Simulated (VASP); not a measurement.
All values below come from PBE GGA, VASP's PBE PAW potentials (set 64) (plane waves; VASP 6.6.1).

Input for VASP

File POSCAR:
```
Pt3Ti
1
    3.9200000000     0.0000000000     0.0000000000
    0.0000000000     3.9200000000     0.0000000000
    0.0000000000     0.0000000000     3.9200000000
Ti Pt
1 3
Direct
  0.0000000000   0.0000000000   0.0000000000
  0.0000000000   0.5000000000   0.5000000000
  0.5000000000   0.0000000000   0.5000000000
  0.5000000000   0.5000000000   0.0000000000
```

**INCAR**
```
# general
SYSTEM  = Pt3Ti
PREC    = Accurate
ENCUT   = 400
LREAL   = .False.
LASPH   = .True.

# electronic loop
EDIFF   = 1E-6
NELM    = 100
ALGO    = VeryFast
LMAXMIX = 6

# smearing
ISMEAR  = 1
SIGMA   = 0.1

# functional
GGA     = PE

# ions
ISIF    = 2

# output
LWAVE   = .False.
LCHARG  = .False.
```

KPOINTS:
```
Automatic mesh
0
Gamma
7 7 7
0 0 0
```

POTCAR, in this order: Ti_sv Pt (PBE.64 set). Program: vasp_std.

What VASP printed:

**OUTCAR**
```
 ion  position               nearest neighbor table
   1  0.000  0.000  0.000-   2 2.77   3 2.77   4 2.77   2 2.77   3 2.77   2 2.77   4 2.77   2 2.77
                             3 2.77   4 2.77   3 2.77   4 2.77
   2  0.000  0.500  0.500-   1 2.77   3 2.77   4 2.77   1 2.77   4 2.77   1 2.77   3 2.77   1 2.77
                             3 2.77   4 2.77   4 2.77   3 2.77
   3  0.500  0.000  0.500-   1 2.77   2 2.77   4 2.77   1 2.77   4 2.77   2 2.77   4 2.77   4 2.77
                             1 2.77   2 2.77   1 2.77   2 2.77
   4  0.500  0.500  0.000-   1 2.77   2 2.77   3 2.77   2 2.77   3 2.77   1 2.77   3 2.77   3 2.77
                             1 2.77   2 2.77   2 2.77   1 2.77
  LATTYP: Found a simple cubic cell.
 ALAT       =     3.9200000000
 Subroutine PRICEL returns:
 Original cell was already a primitive cell.
 Subroutine GETGRP returns: Found 48 space group operations
The static configuration has the point symmetry O_h .
The dynamic configuration has the point symmetry O_h .
 Subroutine INISYM returns: Found 48 space group operations
 Subroutine IBZKPT returns following result:
 Found     20 irreducible k-points:

 Following reciprocal coordinates:
            Coordinates               Weight
  0.000000  0.000000  0.000000      1.000000
  0.142857  0.000000  0.000000      6.000000
  0.285714  0.000000  0.000000      6.000000
  0.428571  0.000000  0.000000      6.000000
  0.142857  0.142857  0.000000     12.000000
  0.285714  0.142857  0.000000     24.000000
  0.428571  0.142857  0.000000     24.000000
  0.285714  0.285714  0.000000     12.000000
  0.428571  0.285714  0.000000     24.000000
  0.428571  0.428571  0.000000     12.000000
  0.142857  0.142857  0.142857      8.000000
  0.285714  0.142857  0.142857     24.000000
  0.428571  0.142857  0.142857     24.000000
  0.285714  0.285714  0.142857     24.000000
  0.428571  0.285714  0.142857     48.000000
  0.428571  0.428571  0.142857     24.000000
  0.285714  0.285714  0.285714      8.000000
  0.428571  0.285714  0.285714     24.000000
  0.428571  0.428571  0.285714     24.000000
  0.428571  0.428571  0.428571      8.000000
   k-points           NKPTS =     20   k-points in BZ     NKDIM =     20   number of bands    NBANDS=     25
   number of dos      NEDOS =    301   number of ions     NIONS =      4
   total plane-waves  NPLWV =  21952
   dimension x,y,z NGX =    28 NGY =   28 NGZ =   28
   dimension x,y,z NGXF=    56 NGYF=   56 NGZF=   56
   ions per type =               1   3
   PREC   = accura    normal or accurate (medium, high low for compatibility)
   ISTART =      0    job   : 0-new  1-cont  2-samecut
   ICHARG =      2    charge: 1-file 2-atom 10-const
   ISPIN  =      1    spin polarized calculation?
   LNONCOLLINEAR =      F non collinear calculations
   LSORBIT =      F    spin-orbit coupling
   INIWAV =      1    electr: 0-lowe 1-rand  2-diag
   ENCUT  =  400.0 eV  29.40 Ry    5.42 a.u.   6.39  6.39  6.39*2*pi/ulx,y,z
   NELM   =    100;   NELMIN=  2; NELMDL=-12     # of ELM steps
   EDIFF  = 0.1E-05   stopping-criterion for ELM
   LREAL  =      F    real-space projection
   NLSPLINE    = F    spline interpolate recip. space projectors
   LMAXMIX     =    6 max onsite mixed and CHGCAR
   VOSKOWN=      0    Vosko Wilk Nusair interpolation
   EDIFFG = 0.1E-04   stopping-criterion for IOM
   NSW    =      0    number of steps for IOM
   NBLOCK =      1;   KBLOCK =      1    inner block; outer block
   IBRION =     -1    ionic relax: 0-MD 1-quasi-New 2-CG
   NFREE  =      0    steps in history (QN), initial steepest desc. (CG)
   ISIF   =      2    stress and relaxation
   ISYM   =      2    0-nonsym 1-usesym 2-fastsym
   TEIN   =    0.0    initial temperature
   TEBEG  =    0.0;   TEEND  =   0.0 temperature during run
   SMASS  =  -3.00    Nose mass-parameter (am)
   PSTRESS=    0.0 pullay stress
   NELECT =      42.0000    total number of electrons
   EFERMI =   0.00;   METHOD = LEGACY
...
```

**OSZICAR**
```
...
RMM:  12    -0.308536738201E+02   -0.78116E-01   -0.75814E-01  1961   0.289E+00    0.220E+01
RMM:  13    -0.289969730091E+02    0.18567E+01   -0.14680E+01  1936   0.262E+01    0.114E+01
RMM:  14    -0.284934684381E+02    0.50350E+00   -0.41286E+00  1840   0.153E+01    0.919E+00
RMM:  15    -0.279466575313E+02    0.54681E+00   -0.12165E+00  1702   0.848E+00    0.311E+00
RMM:  16    -0.280359634577E+02   -0.89306E-01   -0.10743E+00  1696   0.426E+00    0.240E+00
RMM:  17    -0.279720570722E+02    0.63906E-01   -0.10006E-01  1631   0.295E+00    0.492E-01
RMM:  18    -0.279773117440E+02   -0.52547E-02   -0.54971E-02  1863   0.141E+00    0.499E-01
RMM:  19    -0.279812189343E+02   -0.39072E-02   -0.26892E-02  1842   0.930E-01    0.588E-01
RMM:  20    -0.279844926229E+02   -0.32737E-02   -0.19527E-02  1720   0.103E+00    0.649E-01
RMM:  21    -0.279786899850E+02    0.58026E-02   -0.10221E-02  1719   0.102E+00    0.214E-01
RMM:  22    -0.279796806455E+02   -0.99066E-03   -0.12762E-02  1895   0.573E-01    0.136E-01
RMM:  23    -0.279795493395E+02    0.13131E-03   -0.19622E-03  1826   0.516E-01    0.631E-02
RMM:  24    -0.279802250209E+02   -0.67568E-03   -0.84538E-03  1858   0.414E-01    0.258E-02
RMM:  25    -0.279803038016E+02   -0.78781E-04   -0.23713E-03  1869   0.362E-01    0.166E-02
RMM:  26    -0.279807615382E+02   -0.45774E-03   -0.61478E-03  1797   0.329E-01    0.804E-03
RMM:  27    -0.279809983223E+02   -0.23678E-03   -0.37353E-03  1571   0.298E-01    0.287E-03
RMM:  28    -0.279812182387E+02   -0.21992E-03   -0.36422E-03  1502   0.283E-01    0.638E-03
RMM:  29    -0.279815785142E+02   -0.36028E-03   -0.48888E-03  1483   0.264E-01    0.102E-02
RMM:  30    -0.279816057955E+02   -0.27281E-04   -0.15875E-03  1390   0.252E-01    0.119E-02
RMM:  31    -0.279820296686E+02   -0.42387E-03   -0.54560E-03  1326   0.239E-01    0.144E-02
RMM:  32    -0.279819835987E+02    0.46070E-04   -0.71874E-04  1251   0.230E-01    0.163E-02
RMM:  33    -0.279824147898E+02   -0.43119E-03   -0.54564E-03  1254   0.221E-01    0.180E-02
RMM:  34    -0.279823766939E+02    0.38096E-04   -0.70283E-04  1287   0.216E-01    0.157E-02
RMM:  35    -0.279827925712E+02   -0.41588E-03   -0.52443E-03  1251   0.209E-01    0.133E-02
RMM:  36    -0.279827317292E+02    0.60842E-04   -0.39864E-04  1104   0.202E-01    0.136E-02
RMM:  37    -0.279831124008E+02   -0.38067E-03   -0.48279E-03   948   0.195E-01    0.152E-02
RMM:  38    -0.279830402782E+02    0.72123E-04   -0.23730E-04  1075   0.192E-01    0.160E-02
RMM:  39    -0.279833737818E+02   -0.33350E-03   -0.43138E-03  1042   0.187E-01    0.163E-02
RMM:  40    -0.279833008533E+02    0.72929E-04   -0.18926E-04  1067   0.184E-01    0.171E-02
RMM:  41    -0.279835856400E+02   -0.28479E-03   -0.37865E-03  1038   0.179E-01    0.175E-02
RMM:  42    -0.279835192205E+02    0.66420E-04   -0.22095E-04  1080   0.176E-01    0.180E-02
RMM:  43    -0.279837582373E+02   -0.23902E-03   -0.32935E-03  1037   0.173E-01    0.181E-02
RMM:  44    -0.279837022752E+02    0.55962E-04   -0.29770E-04  1093   0.170E-01    0.176E-02
RMM:  45    -0.279839007460E+02   -0.19847E-03   -0.28574E-03  1099   0.167E-01    0.170E-02
RMM:  46    -0.279838570281E+02    0.43718E-04   -0.39430E-04  1109   0.164E-01    0.160E-02
RMM:  47    -0.279840228924E+02   -0.16586E-03   -0.24989E-03  1048   0.161E-01    0.156E-02
RMM:  48    -0.279839940162E+02    0.28876E-04   -0.51308E-04  1026   0.159E-01    0.153E-02
RMM:  49    -0.279841344883E+02   -0.14047E-03   -0.22119E-03  1032   0.156E-01    0.158E-02
RMM:  50    -0.279841222809E+02    0.12207E-04   -0.65273E-04   953   0.154E-01    0.164E-02
RMM:  51    -0.279842426672E+02   -0.12039E-03   -0.19813E-03  1022   0.152E-01    0.172E-02
RMM:  52    -0.279842461404E+02   -0.34732E-05   -0.78774E-04   970   0.150E-01    0.175E-02
RMM:  53    -0.279843494234E+02   -0.10328E-03   -0.17862E-03   971   0.148E-01    0.179E-02
RMM:  54    -0.279843669250E+02   -0.17502E-04   -0.90588E-04   955   0.146E-01    0.182E-02
RMM:  55    -0.279844566954E+02   -0.89770E-04   -0.16246E-03   978   0.144E-01    0.186E-02
RMM:  56    -0.279844848969E+02   -0.28201E-04   -0.99159E-04   953   0.142E-01    0.188E-02
RMM:  57    -0.279845639851E+02   -0.79088E-04   -0.14921E-03   974   0.141E-01    0.193E-02
RMM:  58    -0.279845985130E+02   -0.34528E-04   -0.10329E-03   980   0.139E-01    0.195E-02
RMM:  59    -0.279846692059E+02   -0.70693E-04   -0.13857E-03   998   0.137E-01    0.198E-02
RMM:  60    -0.279847050007E+02   -0.35795E-04   -0.10251E-03   919   0.135E-01    0.199E-02
RMM:  61    -0.279847699317E+02   -0.64931E-04   -0.13042E-03   971   0.134E-01    0.203E-02
RMM:  62    -0.279848033444E+02   -0.33413E-04   -0.98123E-04   939   0.131E-01    0.204E-02
RMM:  63    -0.279848639098E+02   -0.60565E-04   -0.12416E-03   976   0.130E-01    0.205E-02
RMM:  64    -0.279848925657E+02   -0.28656E-04   -0.91394E-04   938   0.128E-01    0.205E-02
RMM:  65    -0.279849503694E+02   -0.57804E-04   -0.11939E-03   939   0.126E-01    0.208E-02
RMM:  66    -0.279849727910E+02   -0.22422E-04   -0.83328E-04   903   0.125E-01    0.209E-02
RMM:  67    -0.279850281280E+02   -0.55337E-04   -0.11520E-03   971   0.124E-01    0.211E-02
RMM:  68    -0.279850410910E+02   -0.12963E-04   -0.72381E-04   943   0.122E-01    0.211E-02
RMM:  69    -0.279850906899E+02   -0.49599E-04   -0.10841E-03  1057   0.121E-01    0.212E-02
RMM:  70    -0.279850940649E+02   -0.33750E-05   -0.61569E-04   914   0.119E-01    0.213E-02
RMM:  71    -0.279851409175E+02   -0.46853E-04   -0.10440E-03   925   0.118E-01    0.215E-02
RMM:  72    -0.279851379054E+02    0.30121E-05   -0.54137E-04   919   0.116E-01    0.217E-02
RMM:  73    -0.279851817084E+02   -0.43803E-04   -0.10118E-03   960   0.115E-01    0.203E-02
RMM:  74    -0.279851747186E+02    0.69899E-05   -0.49155E-04   961   0.114E-01    0.202E-02
RMM:  75    -0.279852187025E+02   -0.43984E-04   -0.99766E-04   925   0.113E-01    0.203E-02
RMM:  76    -0.279852106852E+02    0.80173E-05   -0.47222E-04   877   0.112E-01    0.203E-02
RMM:  77    -0.279852543050E+02   -0.43620E-04   -0.98531E-04   954   0.111E-01    0.205E-02
RMM:  78    -0.279852473895E+02    0.69155E-05   -0.47139E-04  1137   0.112E-01    0.196E-02
RMM:  79    -0.279852896470E+02   -0.42257E-04   -0.96273E-04   943   0.110E-01    0.193E-02
RMM:  80    -0.279852852114E+02    0.44356E-05   -0.48382E-04   921   0.107E-01    0.202E-02
RMM:  81    -0.279853257251E+02   -0.40514E-04   -0.93599E-04   931   0.108E-01    0.202E-02
RMM:  82    -0.279853241502E+02    0.15749E-05   -0.50753E-04   902   0.106E-01    0.205E-02
RMM:  83    -0.279853621358E+02   -0.37986E-04   -0.90980E-04  1317   0.110E-01    0.173E-02
RMM:  84    -0.279853614217E+02    0.71415E-06   -0.51604E-04   766   0.102E-01    0.154E-02
RMM:  85    -0.279853978197E+02   -0.36398E-04   -0.88037E-04   877   0.103E-01    0.144E-02
RMM:  86    -0.279853997580E+02   -0.19382E-05   -0.52835E-04  1038   0.103E-01    0.140E-02
RMM:  87    -0.279854345444E+02   -0.34786E-04   -0.85315E-04   784   0.101E-01    0.139E-02
RMM:  88    -0.279854373465E+02   -0.28022E-05   -0.52045E-04  1035   0.102E-01    0.154E-02
RMM:  89    -0.279854701235E+02   -0.32777E-04   -0.82329E-04   999   0.101E-01    0.161E-02
RMM:  90    -0.279854718412E+02   -0.17176E-05   -0.50993E-04   852   0.982E-02    0.160E-02
RMM:  91    -0.279855012575E+02   -0.29416E-04   -0.78634E-04   812   0.984E-02    0.160E-02
RMM:  92    -0.279855021693E+02   -0.91178E-06   -0.49745E-04   840   0.973E-02    0.161E-02
RMM:  93    -0.279855281541E+02   -0.25985E-04   -0.74667E-04   848   0.975E-02    0.155E-02
RMM:  94    -0.279855286804E+02   -0.52631E-06   -0.48999E-04   832   0.964E-02    0.154E-02
RMM:  95    -0.279855516236E+02   -0.22943E-04   -0.71572E-04   947   0.967E-02    0.154E-02
RMM:  96    -0.279855529506E+02   -0.13270E-05   -0.49571E-04   856   0.952E-02    0.155E-02
RMM:  97    -0.279855734881E+02   -0.20537E-04   -0.68856E-04   885   0.950E-02    0.153E-02
RMM:  98    -0.279855751189E+02   -0.16309E-05   -0.50085E-04   941   0.945E-02    0.143E-02
RMM:  99    -0.279855942443E+02   -0.19125E-04   -0.67045E-04   900   0.940E-02    0.142E-02
RMM: 100    -0.279855977081E+02   -0.34638E-05   -0.51176E-04   850   0.930E-02
   1 F= -.27985598E+02 E0= -.27986370E+02  d E =0.231681E-02
```

**OUTCAR**
```
------------------------ aborting loop EDIFF was not reached (unconverged)  ----------------------------
  FORCE on cell =-STRESS in cart. coord.  units (eV):
  Direction    XX          YY          ZZ          XY          YZ          ZX
  --------------------------------------------------------------------------------------
  Total        3.3554532      3.3554532      3.3554532     -0.0000000      0.0000000     -0.0000000
  in kB       89.2490438     89.2490438     89.2490438     -0.0000000      0.0000000     -0.0000000
  external PRESSURE =      89.2490438 kB  Pullay stress =       0.0000000 kB
  volume of cell :       60.24
      direct lattice vectors                 reciprocal lattice vectors
     3.920000000  0.000000000  0.000000000     0.255102041  0.000000000  0.000000000
     0.000000000  3.920000000  0.000000000     0.000000000  0.255102041  0.000000000
     0.000000000  0.000000000  3.920000000     0.000000000  0.000000000  0.255102041
 POSITION                                       TOTAL-FORCE (eV/Angst)
 -----------------------------------------------------------------------------------
      0.00000      0.00000      0.00000         0.000000      0.000000      0.000000
      0.00000      1.96000      1.96000         0.000000      0.000000      0.000000
      1.96000      0.00000      1.96000         0.000000      0.000000      0.000000
      1.96000      1.96000      0.00000         0.000000      0.000000      0.000000
 -----------------------------------------------------------------------------------
    total drift:                                0.000000      0.000000      0.000000
  FREE ENERGIE OF THE ION-ELECTRON SYSTEM (eV)
  ---------------------------------------------------
  free  energy   TOTEN  =       -27.9855977081 eV

  energy  without entropy=      -27.9879145149  energy(sigma->0) =      -27.98636998
```
(Selected blocks of OUTCAR.)

stdout:
```
...
RMM:  81    -0.279853257251E+02   -0.40514E-04   -0.93599E-04   931   0.108E-01    0.202E-02
RMM:  82    -0.279853241502E+02    0.15749E-05   -0.50753E-04   902   0.106E-01    0.205E-02
RMM:  83    -0.279853621358E+02   -0.37986E-04   -0.90980E-04  1317   0.110E-01    0.173E-02
RMM:  84    -0.279853614217E+02    0.71415E-06   -0.51604E-04   766   0.102E-01    0.154E-02
RMM:  85    -0.279853978197E+02   -0.36398E-04   -0.88037E-04   877   0.103E-01    0.144E-02
RMM:  86    -0.279853997580E+02   -0.19382E-05   -0.52835E-04  1038   0.103E-01    0.140E-02
RMM:  87    -0.279854345444E+02   -0.34786E-04   -0.85315E-04   784   0.101E-01    0.139E-02
RMM:  88    -0.279854373465E+02   -0.28022E-05   -0.52045E-04  1035   0.102E-01    0.154E-02
RMM:  89    -0.279854701235E+02   -0.32777E-04   -0.82329E-04   999   0.101E-01    0.161E-02
RMM:  90    -0.279854718412E+02   -0.17176E-05   -0.50993E-04   852   0.982E-02    0.160E-02
RMM:  91    -0.279855012575E+02   -0.29416E-04   -0.78634E-04   812   0.984E-02    0.160E-02
RMM:  92    -0.279855021693E+02   -0.91178E-06   -0.49745E-04   840   0.973E-02    0.161E-02
RMM:  93    -0.279855281541E+02   -0.25985E-04   -0.74667E-04   848   0.975E-02    0.155E-02
RMM:  94    -0.279855286804E+02   -0.52631E-06   -0.48999E-04   832   0.964E-02    0.154E-02
RMM:  95    -0.279855516236E+02   -0.22943E-04   -0.71572E-04   947   0.967E-02    0.154E-02
RMM:  96    -0.279855529506E+02   -0.13270E-05   -0.49571E-04   856   0.952E-02    0.155E-02
RMM:  97    -0.279855734881E+02   -0.20537E-04   -0.68856E-04   885   0.950E-02    0.153E-02
RMM:  98    -0.279855751189E+02   -0.16309E-05   -0.50085E-04   941   0.945E-02    0.143E-02
RMM:  99    -0.279855942443E+02   -0.19125E-04   -0.67045E-04   900   0.940E-02    0.142E-02
RMM: 100    -0.279855977081E+02   -0.34638E-05   -0.51176E-04   850   0.930E-02

 -----------------------------------------------------------------------------
|                                                                             |
|           W    W    AA    RRRRR   N    N  II  N    N   GGGG   !!!           |
|           W    W   A  A   R    R  NN   N  II  NN   N  G    G  !!!           |
|           W    W  A    A  R    R  N N  N  II  N N  N  G       !!!           |
|           W WW W  AAAAAA  RRRRR   N  N N  II  N  N N  G  GGG   !            |
|           WW  WW  A    A  R   R   N   NN  II  N   NN  G    G                |
|           W    W  A    A  R    R  N    N  II  N    N   GGGG   !!!           |
|                                                                             |
|     The electronic self-consistency was not achieved in the given           |
|     number of steps (NELM). The forces and other quantities evaluated       |
|     might not be reliable so examine the results carefully. If you find     |
|     spurious results, we suggest increasing NELM, if you were close to      |
|     convergence or switching to a different ALGO or adjusting the           |
|     density mixing parameters otherwise.                                    |
|                                                                             |
 -----------------------------------------------------------------------------

   1 F= -.27985598E+02 E0= -.27986370E+02  d E =0.231681E-02
```

The run did not converge; its last values are not results.

The compound is Pt3Ti in the L1_2 structure. The cell was not relaxed at this level. The run is one of a series of settings (ALGO = VeryFast against the base run), some of them coarse on purpose.
